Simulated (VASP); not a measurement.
```
Ag
1.0
    0.00000     2.04494     2.04494
    2.04494     0.00000     2.04494
    2.04494     2.04494     0.00000
Ag
1
Direct
  0.00000   0.00000   0.00000
```

Level of theory: PBEsol GGA, VASP's PBE PAW potentials (set 64) (plane waves; VASP 6.6.1). Settings: 520 eV cut-off, 15×15×15 Γ-centred mesh, first-order Methfessel-Paxton smearing of 0.10 eV, potentials Ag.

Q: Estimate the energy per atom (σ→0), pressure, band gap (on the k-mesh) with the smallest direct gap where there is one.

A: 
```
Quantity                                                    Result
------------------------  ----------------------------------------
band gap (on the k-mesh)  none (metal, semimetal or under 0.01 eV)
energy per atom (σ→0)                               -3.301 eV/atom
pressure                                                 -3.21 GPa
```

The compound is Ag in the fcc structure. This cell is one point of a volume scan, at 1.03 of the reference volume.
